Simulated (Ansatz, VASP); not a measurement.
This is a calculation of RbMg2 for VASP 6.6.1.

INCAR

```
SYSTEM = RbMg2
  ALGO = Normal
  EDIFF = 1E-7
  ENCUT = 520
  GGA = PE
  ISIF = 2
  ISMEAR = -1
  LASPH = .TRUE.
  LCHARG = .FALSE.
  LREAL = .FALSE.
  LWAVE = .FALSE.
  NBANDS = 22
  NELM = 80
  PREC = Accurate
  SIGMA = 0.05
```

File KPOINTS:

```
k-points
0
G
  7 7 6
  0 0 0
```

POSCAR

```
RbMg2
1.0
    1.8832572328    -13.3470458730      0.0000000000
    1.8832572328     13.3470458730      0.0000000000
    0.0000000000      0.0000000000      4.7336999937
Rb Mg
2 4
Direct
    0.6728470000      0.3271530000      0.2500000000
    0.3271530000      0.6728470000      0.7500000000
    0.4512240000      0.5487760000      0.2500000000
    0.0425010000      0.9574990000      0.2500000000
    0.9574990000      0.0425010000      0.7500000000
    0.5487760000      0.4512240000      0.7500000000
```

Potentials or basis: VASP PAW PBE potentials, release 64 (Rb_sv, Mg).

Run with:

```console
$ cat potpaw_PBE.64/Rb_sv/POTCAR potpaw_PBE.64/Mg/POTCAR > POTCAR
$ mpirun -np 1 vasp_std > vasp.out
```

**Question.** Set up the same calculation for Ansatz 0.2.0. Potentials there: Ansatz PAW.

**Answer.** As run (the cutoff follows the program's own potentials):

File input.yaml:

```yaml
crystal:
  lattice:
    - [1.8832572328, -13.347045873, 0.0]
    - [1.8832572328, 13.347045873, 0.0]
    - [0.0, 0.0, 4.7336999937]
  atoms:
    - { symbol: Rb, position: [0.672847, 0.327153, 0.25] }
    - { symbol: Rb, position: [0.327153, 0.672847, 0.75] }
    - { symbol: Mg, position: [0.451224, 0.548776, 0.25] }
    - { symbol: Mg, position: [0.042501, 0.957499, 0.25] }
    - { symbol: Mg, position: [0.957499, 0.042501, 0.75] }
    - { symbol: Mg, position: [0.548776, 0.451224, 0.75] }
hamiltonian:
  xc: pbe
  pseudopotentials: { kind: paw }
kpoints:
  mp_grid: { grid: [7, 7, 6] }
scf:
  occupations: { method: fermi_dirac, width: 0.05 }
output:
  forces: true
  stress: true
  eigenvalues: true
```

Potentials or basis: Ansatz PAW.

The run is started by

```bash
$ ansatz run input.yaml --threads 2 --pin off --max-ram 5120MiB --backend cpu --events-out ev --progress --plain --runs-dir out
```

Both were run:

|  | VASP | Ansatz | Ansatz less VASP |
| --- | --- | --- | --- |
| gap on the k mesh at the Fermi level (eV) | none | none | - |
| pressure (GPa) | 0.9 | 0.9 | +0.03 |
| largest component of the traceless stress (GPa) | 0.41 | 0.42 | +0.004 |
| rms of the force components (eV/Å) | 0.035 | 0.038 | +0.0027 |

Atom by atom the forces differ by 0.003 eV/Å (rms over components). A gap of «none» marks a metal or a gap that the smearing closes. The two sets of potentials don't hold the same shells in valence.
